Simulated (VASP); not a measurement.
OSZICAR of a VASP run on Al$_{3}$Sc:

File OSZICAR:
```
       N       E                     dE             d eps       ncg     rms          rms(c)
DAV:   1     0.606636161064E+03    0.60664E+03   -0.22192E+04   948   0.106E+03
DAV:   2    -0.197440758165E+02   -0.62638E+03   -0.61973E+03  1020   0.482E+02
DAV:   3    -0.627317604501E+02   -0.42988E+02   -0.41380E+02  1200   0.144E+02
DAV:   4    -0.646881079260E+02   -0.19563E+01   -0.19216E+01  1224   0.275E+01
DAV:   5    -0.647554721684E+02   -0.67364E-01   -0.66613E-01  1256   0.527E+00    0.158E+01
DAV:   6    -0.625213662289E+02    0.22341E+01   -0.46835E+01  1128   0.351E+01    0.894E+00
DAV:   7    -0.897008277082E+02   -0.27179E+02   -0.24430E+02  1224   0.747E+01    0.157E+01
DAV:   8    -0.598195686077E+02    0.29881E+02   -0.13200E+02  1272   0.481E+01    0.716E+00
DAV:   9    -0.593411969727E+02    0.47837E+00   -0.22382E+01  1168   0.242E+01    0.407E+00
DAV:  10    -0.592147169158E+02    0.12648E+00   -0.27362E+00  1160   0.773E+00    0.188E+00
DAV:  11    -0.591519582517E+02    0.62759E-01   -0.22477E-01  1272   0.257E+00    0.108E+00
DAV:  12    -0.591223714669E+02    0.29587E-01   -0.11450E-01  1200   0.179E+00    0.370E-01
DAV:  13    -0.591155216017E+02    0.68499E-02   -0.63857E-02  1240   0.113E+00    0.204E-01
DAV:  14    -0.591155634109E+02   -0.41809E-04   -0.10268E-02  1160   0.482E-01    0.158E-01
DAV:  15    -0.591157568625E+02   -0.19345E-03   -0.18483E-03  1160   0.214E-01    0.124E-01
DAV:  16    -0.591172780238E+02   -0.15212E-02   -0.28212E-03  1048   0.230E-01    0.792E-02
DAV:  17    -0.591176104818E+02   -0.33246E-03   -0.12060E-03   968   0.153E-01    0.399E-02
DAV:  18    -0.591180637757E+02   -0.45329E-03   -0.41924E-04  1024   0.870E-02    0.244E-02
DAV:  19    -0.591184918992E+02   -0.42812E-03   -0.19466E-04   792   0.555E-02    0.160E-02
DAV:  20    -0.591186099308E+02   -0.11803E-03   -0.84531E-05   864   0.575E-02    0.111E-02
DAV:  21    -0.591186950865E+02   -0.85156E-04   -0.13671E-05   640   0.265E-02    0.631E-03
DAV:  22    -0.591187913484E+02   -0.96262E-04   -0.18311E-05   640   0.175E-02    0.449E-03
DAV:  23    -0.591188166008E+02   -0.25252E-04   -0.62074E-06   608   0.132E-02    0.482E-03
DAV:  24    -0.591188593823E+02   -0.42782E-04   -0.80279E-06   608   0.189E-02    0.375E-03
DAV:  25    -0.591188737546E+02   -0.14372E-04   -0.44844E-06   571   0.125E-02    0.261E-03
DAV:  26    -0.591188829140E+02   -0.91595E-05   -0.98985E-07   520   0.907E-03
   1 F= -.59118883E+02 E0= -.59120177E+02  d E =-.591189E+02
       N       E                     dE             d eps       ncg     rms          rms(c)
DAV:   1    -0.591294298927E+02   -0.10556E-01   -0.74465E-01   935   0.895E+00    0.138E-01
DAV:   2    -0.591328429653E+02   -0.34131E-02   -0.38336E-02  1123   0.129E+00    0.150E-01
DAV:   3    -0.591331869129E+02   -0.34395E-03   -0.39269E-02  1216   0.739E-01    0.141E-01
DAV:   4    -0.591316761079E+02    0.15108E-02   -0.10655E-02  1099   0.462E-01    0.598E-02
DAV:   5    -0.591317319468E+02   -0.55839E-04   -0.76268E-04  1048   0.132E-01    0.418E-02
DAV:   6    -0.591316864196E+02    0.45527E-04   -0.28642E-04  1008   0.105E-01    0.176E-02
DAV:   7    -0.591316903811E+02   -0.39615E-05   -0.32374E-05   752   0.412E-02
   2 F= -.59131690E+02 E0= -.59132895E+02  d E =-.128075E-01
       N       E                     dE             d eps       ncg     rms          rms(c)
DAV:   1    -0.591347592156E+02   -0.30728E-02   -0.18878E+00   900   0.143E+01    0.217E-01
DAV:   2    -0.591446850780E+02   -0.99259E-02   -0.10846E-01  1128   0.212E+00    0.272E-01
DAV:   3    -0.591435167591E+02    0.11683E-02   -0.10756E-01  1240   0.122E+00    0.213E-01
DAV:   4    -0.591404099799E+02    0.31068E-02   -0.21045E-02  1096   0.588E-01    0.105E-01
DAV:   5    -0.591405329830E+02   -0.12300E-03   -0.17513E-03  1072   0.194E-01    0.678E-02
DAV:   6    -0.591404215637E+02    0.11142E-03   -0.70444E-04  1072   0.163E-01    0.281E-02
DAV:   7    -0.591404279555E+02   -0.63918E-05   -0.92049E-05  1064   0.668E-02
   3 F= -.59140428E+02 E0= -.59141449E+02  d E =-.215450E-01
       N       E                     dE             d eps       ncg     rms          rms(c)
DAV:   1    -0.591404470285E+02   -0.25465E-04   -0.21525E-02   970   0.153E+00    0.254E-02
DAV:   2    -0.591406804533E+02   -0.23342E-03   -0.23314E-03  1192   0.262E-01    0.462E-02
DAV:   3    -0.591405245028E+02    0.15595E-03   -0.21980E-03  1072   0.176E-01    0.205E-02
DAV:   4    -0.591405079553E+02    0.16547E-04   -0.12581E-04   872   0.528E-02    0.142E-02
DAV:   5    -0.591405090300E+02   -0.10747E-05   -0.12655E-05   584   0.249E-02
   4 F= -.59140509E+02 E0= -.59141500E+02  d E =-.216261E-01
       N       E                     dE             d eps       ncg     rms          rms(c)
DAV:   1    -0.591402325604E+02    0.27539E-03   -0.85730E-01   900   0.130E+01    0.131E-01
DAV:   2    -0.591441045571E+02   -0.38720E-02   -0.42784E-02   918   0.139E+00    0.713E-02
DAV:   3    -0.591454675670E+02   -0.13630E-02   -0.16604E-02  1232   0.572E-01    0.130E-01
DAV:   4    -0.591441193918E+02    0.13482E-02   -0.13679E-02  1200   0.422E-01    0.403E-02
DAV:   5    -0.591441039069E+02    0.15485E-04   -0.75141E-04  1016   0.133E-01    0.317E-02
DAV:   6    -0.591440969760E+02    0.69309E-05   -0.14241E-04   944   0.733E-02    0.166E-02
DAV:   7    -0.591440987173E+02   -0.17413E-05   -0.25581E-05   696   0.337E-02
   5 F= -.59144099E+02 E0= -.59145066E+02  d E =-.358969E-02
       N       E                     dE             d eps       ncg     rms          rms(c)
DAV:   1    -0.591380455496E+02    0.60514E-02   -0.17617E+00   900   0.187E+01    0.187E-01
DAV:   2    -0.591461220029E+02   -0.80765E-02   -0.89424E-02   974   0.200E+00    0.111E-01
DAV:   3    -0.591485564407E+02   -0.24344E-02   -0.32047E-02  1240   0.795E-01    0.181E-01
DAV:   4    -0.591461019820E+02    0.24545E-02   -0.27001E-02  1232   0.588E-01    0.628E-02
DAV:   5    -0.591460384371E+02    0.63545E-04   -0.17436E-03  1104   0.198E-01    0.490E-02
DAV:   6    -0.591460236379E+02    0.14799E-04   -0.30509E-04  1024   0.103E-01    0.250E-02
DAV:   7    -0.591460275382E+02   -0.39004E-05   -0.72368E-05   960   0.483E-02
   6 F= -.59146028E+02 E0= -.59146944E+02  d E =-.551851E-02
       N       E                     dE             d eps       ncg     rms          rms(c)
DAV:   1    -0.591461366359E+02   -0.11300E-03   -0.72361E-02   910   0.378E+00    0.332E-02
DAV:   2    -0.591464566178E+02   -0.31998E-03   -0.34078E-03  1020   0.410E-01    0.234E-02
DAV:   3    -0.591465587180E+02   -0.10210E-03   -0.14870E-03  1155   0.166E-01    0.363E-02
DAV:   4    -0.591464506691E+02    0.10805E-03   -0.94805E-04   880   0.112E-01    0.127E-02
DAV:   5    -0.591464514966E+02   -0.82755E-06   -0.36784E-05   696   0.376E-02
   7 F= -.59146451E+02 E0= -.59147337E+02  d E =-.423958E-03
```

**Question.** Which electronic solver shows in the log?

**Answer.** It is blocked Davidson (ALGO = Normal, or the opening steps of other solvers). The INCAR had ALGO = Normal.

**Question.** Can the final energy be trusted as converged?

**Answer.** Self-consistency was reached. It stopped with EDIFF = 1E-5, NELM = 100, NSW = 50 and EDIFFG = -0.03 after 7 ionic steps (PBEsol GGA, plane waves, VASP's PBE PAW potentials (set 64)).

The cell is a thin slab with vacuum, built from Al3Sc (L1_2): (100) face.
